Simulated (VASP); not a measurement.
Data:

```yaml
crystal:
  lattice:
    - [4.19560, 0.00000, 0.00000]
    - [0.00000, 4.19560, 0.00000]
    - [0.00000, 0.00000, 2.68049]
  atoms:
    - { symbol: Si, position: [0.00000, 0.00000, 0.00000] }
    - { symbol: Si, position: [0.50000, 0.50000, 0.50000] }
    - { symbol: O, position: [0.30609, 0.30609, 0.00000] }
    - { symbol: O, position: [0.80609, 0.19391, 0.50000] }
    - { symbol: O, position: [0.19391, 0.80609, 0.50000] }
    - { symbol: O, position: [0.69391, 0.69391, 0.00000] }
```

Level of theory: AM05 GGA, VASP's PBE PAW potentials (set 64) (plane waves; VASP 6.6.1). Run with 520 eV cut-off, 6×6×9 Γ-centred mesh, tetrahedra with Blöchl corrections, potentials Si O.

The cores are frozen, which limits the accuracy of field gradients.

Problem. Give the principal components of the electric field gradient (V/Å²) and the asymmetry η at each nucleus.

Solution. 
| atom | Vxx | Vyy | Vzz | η |
|---|---|---|---|---|
| Si1 | -17.1 | -3.1 | 20.3 | 0.69 |
| Si2 | -17.1 | -3.1 | 20.3 | 0.69 |
| O3 | 62.5 | 46.7 | -109.2 | 0.14 |
| O4 | 62.5 | 46.7 | -109.2 | 0.14 |
| O5 | 62.5 | 46.7 | -109.2 | 0.14 |
| O6 | 62.5 | 46.7 | -109.2 | 0.14 |

The compound is SiO2 in the rutile structure, stishovite, a high-pressure form. It was relaxed first.
